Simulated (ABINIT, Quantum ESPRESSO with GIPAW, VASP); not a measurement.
# Do plane-wave codes agree on the shieldings of SrO?

The database entry behind the starting cell differs from later determinations by our own check (about 0.5 % short), so it need not match the best structure at ambient conditions.

The same structure and functional (PBE) go through three programs with their own PAW files. All values are calculated, scalar-relativistic and without spin-orbit coupling, include the cores, and leave out the macroscopic shape term.

Space group Fm-3m (No. 225); atoms are numbered in the order of the file.

```xyz
2
Lattice="0.0000 2.5663 2.5663 2.5663 0.0000 2.5663 2.5663 2.5663 0.0000" Properties=species:S:1:pos:R:3 pbc="T T T"
Sr    2.5663    2.5663    2.5663
O     0.0000    0.0000    0.0000
```

- VASP 6.6.1: LCHIMAG, datasets Sr_sv and O (PBE 64), 560 eV, mesh 8×8×8
- gipaw.x (a patched development version of Quantum ESPRESSO): pslibrary recipes Sr spn and O n, 55 Ry, mesh 10×10×10
- ABINIT 10.8.3: converse method at zora 0, JTH 2.0 datasets, 22 Ha, mesh 4×4×4, four shifts

Q: What shieldings come out, and where do the programs part?

```tsv
site	like atoms	σ VASP (ppm)	σ gipaw.x (ppm)	σ ABINIT (ppm)	its Chern vector
Sr1	1	2605.8	2602.6	2612.2	3.4e-07
O2	1	-222.7	-219.2	-220.8	5.0e-08
```

VASP and gipaw.x, which both use linear response, differ by -3.5 ppm on O2 and by +3.2 ppm on Sr1, the extremes here. ABINIT's converse values lie +6.4 ppm (Sr1) and +1.8 ppm (O2) from VASP's. Its Chern vector is over 2.5e-7 on Sr1, where mesh or cutoff isn't converged. VASP's shape term for a sphere would add 9.1 ppm to every site.

[Logs are printed without paths, hosts, clocks, repeated set-up lines and the standing remarks that a program may print on its own settings, such as how far it seeks lower states.]

[Hosts, paths, dates, database ids (printed as entryN), source tags and the programs' standing remarks are cut or masked in the printed files.]
